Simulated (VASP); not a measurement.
Method: LDA (Ceperley-Alder, Perdew-Zunger), VASP's LDA PAW potentials (set 64) (plane waves; VASP 6.6.1).

The input files of a VASP run:

**POSCAR**
```
Ag
9.5007320
  0.3076098768   0.0000000000   0.0000000000
 -0.1538048858   0.2663978944   0.0000000000
  0.0000000000   0.0000000000   1.0000000000
Ag
4
Cart
  0.0000000000   0.0000000000   0.0000000000
  0.0000000000   0.0000000000   0.5000000000
 -0.0000001187   0.1775986851   0.2500000000
  0.1538051097   0.0887992093   0.7500000000
```

KPOINTS:
```
Automatic mesh
0
Gamma
13 13 4
0 0 0
```

### INCAR
```
SYSTEM = Ag
PREC = Accurate
ENCUT = 300
EDIFF = 1E-6
NELM = 100
ALGO = Normal
LREAL = .FALSE.
LASPH = .TRUE.
ISMEAR = -1
SIGMA = 0.1
LMAXMIX = 4
LWAVE = .FALSE.
LCHARG = .FALSE.
ISIF = 2
```

POTCAR, in this order: Ag (LDA.64 set). Program: vasp_std.

What VASP printed:

File OSZICAR:
```
       N       E                     dE             d eps       ncg     rms          rms(c)
DAV:   1     0.202040782163E+03    0.20204E+03   -0.16627E+04  3484   0.107E+03
DAV:   2    -0.119656237564E+02   -0.21401E+03   -0.20659E+03  3540   0.279E+02
DAV:   3    -0.161418200771E+02   -0.41762E+01   -0.41422E+01  3532   0.432E+01
DAV:   4    -0.161633127236E+02   -0.21493E-01   -0.21428E-01  3408   0.297E+00
DAV:   5    -0.161634958981E+02   -0.18317E-03   -0.18317E-03  3492   0.300E-01    0.101E+01
DAV:   6    -0.150197165375E+02    0.11438E+01   -0.44099E+00  3318   0.177E+01    0.665E+00
DAV:   7    -0.149843186717E+02    0.35398E-01   -0.41275E-02  3370   0.119E+00    0.369E+00
DAV:   8    -0.149678465411E+02    0.16472E-01   -0.20104E-03  3394   0.388E-01    0.618E-02
DAV:   9    -0.149678680044E+02   -0.21463E-04   -0.56627E-05  3402   0.476E-02    0.174E-02
DAV:  10    -0.149678718746E+02   -0.38702E-05   -0.38806E-06  3248   0.196E-02    0.519E-03
DAV:  11    -0.149678723180E+02   -0.44336E-06   -0.68819E-07  1724   0.959E-03
   1 F= -.14967872E+02 E0= -.14945378E+02  d E =-.449895E-01
```

OUTCAR:
```
------------------------ aborting loop because EDIFF is reached ----------------------------------------
  FORCE on cell =-STRESS in cart. coord.  units (eV):
  Direction    XX          YY          ZZ          XY          YZ          ZX
  --------------------------------------------------------------------------------------
  Total       -4.5465149     -4.5465124     -3.8698889     -0.0000009      0.0000000      0.0000000
  in kB     -103.6542083   -103.6541512    -88.2280763     -0.0000205      0.0000000      0.0000000
  external PRESSURE =     -98.5121453 kB  Pullay stress =       0.0000000 kB
  volume of cell :       70.28
      direct lattice vectors                 reciprocal lattice vectors
     2.922519000  0.000000000  0.000000000     0.342170573  0.197552259  0.000000000
    -1.461259000  2.530975000  0.000000000     0.000000000  0.395104653  0.000000000
     0.000000000  0.000000000  9.500732000     0.000000000  0.000000000  0.105255048
 POSITION                                       TOTAL-FORCE (eV/Angst)
 -----------------------------------------------------------------------------------
      0.00000      0.00000      0.00000         0.000000      0.000000      0.000000
      0.00000      0.00000      4.75037        -0.000000      0.000000      0.000000
     -0.00000      1.68732      2.37518        -0.000000      0.000000     -0.000000
      1.46126      0.84366      7.12555         0.000000     -0.000000     -0.000000
 -----------------------------------------------------------------------------------
    total drift:                                0.000000     -0.000000      0.000000
  FREE ENERGIE OF THE ION-ELECTRON SYSTEM (eV)
  ---------------------------------------------------
  free  energy   TOTEN  =       -14.9678723180 eV

  energy  without entropy=      -14.9228828106  energy(sigma->0) =      -14.94537756
```
(Selected blocks of OUTCAR.)

At this cut-off the stress carries a Pulay error, which pulls relaxed volumes low.

The structure comes from a computed database's Ag entry (P6_3/mmc); how it stands against other phases isn't given here. The cell was not relaxed at this level, and its volume differs by -5.9 % from the start's.
